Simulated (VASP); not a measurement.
Input:

```xyz
4
Lattice="3.5303 0.0000 0.0000 0.0000 3.5303 0.0000 0.0000 0.0000 3.5303" Properties=species:S:1:pos:R:3 pbc="T T T"
Ni     1.7507     0.0302     1.7821
Ni     0.0070     1.7587     1.7357
Ni     1.7652     1.7655    -0.0066
Ge     0.0074    -0.0240     0.0191
```

The numbers are results of LDA (Ceperley-Alder, Perdew-Zunger), VASP's LDA PAW potentials (set 64) (plane waves; VASP 6.6.1), not measurements. Settings: 300 eV cut-off, 6×6×6 Γ-centred mesh, Gaussian smearing of 0.10 eV, potentials Ni Ge_d.

At this cut-off the stress carries a Pulay error, which pulls relaxed volumes low.

Question: Which forces act on the atoms, in eV/Å?

Answer: 
| atom | Fx | Fy | Fz |
|---|---|---|---|
| Ni1 | 0.178 | -0.298 | -0.092 |
| Ni2 | -0.147 | 0.125 | 0.261 |
| Ni3 | 0.067 | 0.074 | -0.017 |
| Ge4 | -0.099 | 0.099 | -0.152 |

Question: Give the stress tensor in GPa (positive for a compressed cell).

Answer: 
```
-7.95  -0.08   0.01
-0.08  -7.81  -0.04
 0.01  -0.04  -7.93
```
The pressure is its mean diagonal, -7.90 GPa.

The structure comes from a computed database's Ni3Ge entry; how it stands against other phases isn't given here. The cell was not relaxed at this level, atoms are displaced from their ideal sites. The run is not spin-polarised, so no magnetic state was tried.
